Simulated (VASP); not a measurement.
Here is the system:

```
ZnSe
1.0
    0.00000     2.86724     2.86724
    2.86724     0.00000     2.86724
    2.86724     2.86724     0.00000
Zn Se
1 1
Cartesian
  0.00000   0.00000   0.00000
  4.30085   4.30085   4.30085
```

Calculation: modified Becke-Johnson potential (mBJ), VASP's PBE PAW potentials (set 64) (plane waves; VASP). Settings: 400 eV cut-off, 6×6×6 Γ-centred mesh, Gaussian smearing of 0.050 eV, potentials Zn Se.

mBJ is a potential without an energy functional, so only the levels count.

Question: Give the energies of bands 2 to 12 at the high-symmetry points, in eV from the valence-band maximum.

Answer: 
```json
[
 {"band": "2", "Γ": "-6.10", "X": "-5.95", "U": "-5.97", "L": "-6.01", "W": "-5.96"},
 {"band": "3", "Γ": "-6.10", "X": "-5.87", "U": "-5.91", "L": "-6.01", "W": "-5.90"},
 {"band": "4", "Γ": "-6.10", "X": "-5.87", "U": "-5.78", "L": "-5.68", "W": "-5.74"},
 {"band": "5", "Γ": "-5.69", "X": "-5.65", "U": "-5.67", "L": "-5.68", "W": "-5.71"},
 {"band": "6", "Γ": "-5.69", "X": "-5.55", "U": "-5.49", "L": "-5.58", "W": "-5.46"},
 {"band": "7", "Γ": "0.00", "X": "-4.07", "U": "-4.00", "L": "-4.49", "W": "-3.96"},
 {"band": "8", "Γ": "0.00", "X": "-1.86", "U": "-2.62", "L": "-0.73", "W": "-2.37"},
 {"band": "9", "Γ": "0.00", "X": "-1.86", "U": "-1.52", "L": "-0.73", "W": "-2.21"},
 {"band": "10", "Γ": "2.65", "X": "4.02", "U": "4.57", "L": "3.70", "W": "6.19"},
 {"band": "11", "Γ": "6.67", "X": "4.41", "U": "6.35", "L": "7.12", "W": "6.31"},
 {"band": "12", "Γ": "6.67", "X": "11.53", "U": "9.68", "L": "7.13", "W": "7.94"}
]
```

The gap is direct, 2.65 eV, from the valence maximum at Γ to the conduction minimum at Γ.

The structure comes from a computed database's ZnSe entry (F-43m); how it stands against other phases isn't given here. It was relaxed first. The cell's shape comes from a PBE relaxation.
